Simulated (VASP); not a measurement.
CoAl (CsCl type): the lattice constant a from VASP (plane waves, PAW) at several levels of theory. Static lattice.  The measured value holds thermal and zero-point effects that the static calculation lacks.

```
level        lattice constant a (Å)  error against measurement
-----------  ----------------------  -------------------------
RPBE                          2.873                     +0.4 %
AM05                          2.822                     -1.4 %
PBE-D3(BJ)                    2.819                     -1.5 %
PBE-D4                        2.822                     -1.4 %
optB88-vdW                    2.844                     -0.6 %
rev-vdW-DF2                   2.836                     -0.9 %
SCAN                          2.809                     -1.8 %
```

Measured: 2.861 Å (as given by Yamada et al., (2019), arXiv:1910.09660).

The cell of the RPBE run:

```cif
data_AlCo
_chemical_formula_sum 'Al1 Co1'
_space_group_name_H-M_alt 'Pm-3m'
_space_group_IT_number 221
_space_group_name_Hall '-P 4 2 3'
_cell_length_a 2.87251
_cell_length_b 2.87251
_cell_length_c 2.87251
_cell_angle_alpha 90.000
_cell_angle_beta 90.000
_cell_angle_gamma 90.000
loop_
_atom_site_label
_atom_site_type_symbol
_atom_site_symmetry_multiplicity
_atom_site_Wyckoff_symbol
_atom_site_fract_x
_atom_site_fract_y
_atom_site_fract_z
_atom_site_occupancy
Al1 Al 1 b 0.50000 0.50000 0.50000 1
Co1 Co 1 a 0.00000 0.00000 0.00000 1
```

Only levels that ran to the end are used. Left out are those held back, those with too coarse a band path, GW runs whose mesh misses a band edge, hybrids' fits of cells that aren't cubic and levels without matching references; a question may draw on a part of the rest.

The compound is CoAl in the CsCl type structure.
